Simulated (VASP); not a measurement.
An input for Quantum ESPRESSO's pw.x (written as the equivalent of a VASP run, and not itself run):

```
&CONTROL
  calculation = 'vc-relax'
  pseudo_dir = './pseudo'
  outdir = './out'
  tprnfor = .true.
  tstress = .true.
  nstep = 40
  forc_conv_thr = 0.00078
/
&SYSTEM
  ibrav = 0
  nat = 2
  ntyp = 2
  ecutwfc = 82.3
  occupations = 'smearing'
  smearing = 'gaussian'
  degauss = 0.003675
  input_dft = 'pz'
/
&ELECTRONS
  conv_thr = 7.3e-08
  electron_maxstep = 100
/
&IONS
/
&CELL
/
ATOMIC_SPECIES
  Sr 87.620 Sr.upf
  Te 127.600 Te.upf
CELL_PARAMETERS angstrom
     0.0000000    3.2673162    3.2673162
     3.2673162    0.0000000    3.2673162
     3.2673162    3.2673162    0.0000000
ATOMIC_POSITIONS crystal
  Sr   0.0000000  0.0000000  0.0000000
  Te   0.5000000  0.5000000  0.5000000
K_POINTS automatic
  7 7 7 0 0 0
```

### Question
Write the VASP files for the same calculation (LDA).

### Answer
This is not unique; one that fits is 
File KPOINTS:
```
Automatic mesh
0
Gamma
7 7 7
0 0 0
```

**INCAR**
```
# general
SYSTEM =SrTe
PREC   =Accurate
ENCUT  =500
LREAL  =.FALSE.
LASPH  =.TRUE.

# electronic loop
EDIFF  =1E-6
NELM   =100
ALGO   =Normal
LMAXMIX=4

# smearing
ISMEAR =0
SIGMA  =0.05

# ions
IBRION =2
NSW    =40
ISIF   =3
EDIFFG =-0.02

# output
LWAVE  =.FALSE.
LCHARG =.FALSE.
```

**POSCAR**
```
SrTe
1
    0.0000000000     3.2673162295     3.2673162295
    3.2673162295     0.0000000000     3.2673162295
    3.2673162295     3.2673162295     0.0000000000
Sr Te
1 1
Direct
  0.0000000000   0.0000000000   0.0000000000
  0.5000000000   0.5000000000   0.5000000000
```

POTCAR, in this order: Sr_sv Te (LDA.64 set). Program: vasp_std.

The two are equivalent in intent, not identical: the potentials are each code's own (VASP's PAW set, PseudoDojo norm-conserving files in pw.x), so ENCUT and ecutwfc are chosen apart and not converted; conv_thr bounds pw.x's estimated SCF error, while EDIFF bounds the energy change between steps; forc_conv_thr acts on force components and is met together with etot_conv_thr.

The compound is SrTe in the rock salt structure. It was relaxed first, which changed the volume by -6 %.
